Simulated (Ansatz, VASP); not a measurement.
Two plane-wave programs on Li4C2F

```
CELL_PARAMETERS angstrom
2.68479 0.00000 0.00000
0.00000 2.68479 0.00000
0.00000 0.00000 9.95177
ATOMIC_POSITIONS crystal
Li 0.00000 0.00000 0.71062
Li 0.50000 0.50000 0.50000
Li 0.00000 0.00000 0.28938
Li 0.50000 0.50000 0.00000
C 0.50000 0.50000 0.20162
C 0.50000 0.50000 0.79838
F 0.00000 0.00000 0.50000
```

Change from the starting cell: ordered mixture with vacancies on the anion sites of rock salt (P4/mmm, No. 123).

Alike in both runs: functional PBE; k mesh 14 × 14 × 4; occupations gaussian, width 0.1 eV; no spin polarisation.

Ansatz relaxed the structure, and its values are those at the end. VASP's run is a single point on that final structure, the one shown.

|  | VASP | Ansatz |
| --- | --- | --- |
| version | VASP 6.6.1 | Ansatz 0.2.0 |
| potentials or method | VASP PAW PBE potentials, release 64 (Li_sv, C, F) | scalar-relativistic, plane waves, PAW |
| plane-wave cutoff (eV) | 520 | 420 |
| valence electrons in the cell | 27 | 27 |

|  | VASP | Ansatz | Ansatz less VASP |
| --- | --- | --- | --- |
| gap on the k mesh at the Fermi level (eV) | none | none | - |
| rms of the force components (eV/Å) | 0.005 | 0.000 | -0.0041 |

A gap of «none» marks a metal or a gap that the smearing closes. With one functional, cell and mesh, what is left measures potentials, basis and numerics.

Caveats: an odd number of electrons without spin polarisation forces a metal; a magnetic or distorted state may lie lower.
